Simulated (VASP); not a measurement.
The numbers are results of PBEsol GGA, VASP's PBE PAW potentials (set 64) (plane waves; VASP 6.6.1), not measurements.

VASP ran on this input.

**KPOINTS**
```
K-points
0
Gamma
11 11 11
```

INCAR:
```
ISIF=3   # ions, shape and volume
IBRION=2   # conjugate gradients
ALGO=Normal
NELM=100
LREAL=F
LWAVE=F
LASPH=T
GGA=PS   # PBEsol
ISMEAR=0
EDIFFG=-0.02
SIGMA=0.05
ENCUT=620   # plane-wave cut-off (eV)
PSTRESS=300
SYSTEM=NaF
EDIFF=1E-6   # SCF stop (eV)
LCHARG=F
PREC=Accurate
NSW=40
```

### POSCAR
```
NaF
1
   -0.0000000000     2.0938127910     2.0938127910
    2.0938127910     0.0000000000     2.0938127910
    2.0938127910     2.0938127910     0.0000000000
Na F
1 1
Direct
  0.0000000000   0.0000000000   0.0000000000
  0.5000000000   0.5000000000   0.5000000000
```

POTCAR, in this order: Na_pv F (PBE.64 set). Program: vasp_std.

What will the output report for the number of irreducible k-points (NKPTS), largest plane-wave count, number of space-group operations, FFT grid (NGX, NGY, NGZ)?

```
Property                                       Value
--------------------------------------  ------------
number of irreducible k-points (NKPTS)            56
largest plane-wave count                         655
number of space-group operations                  48
FFT grid (NGX, NGY, NGZ)                24 × 24 × 24
```

The compound is NaF in the rock salt structure. It was relaxed first under an external pressure of 30 GPa.
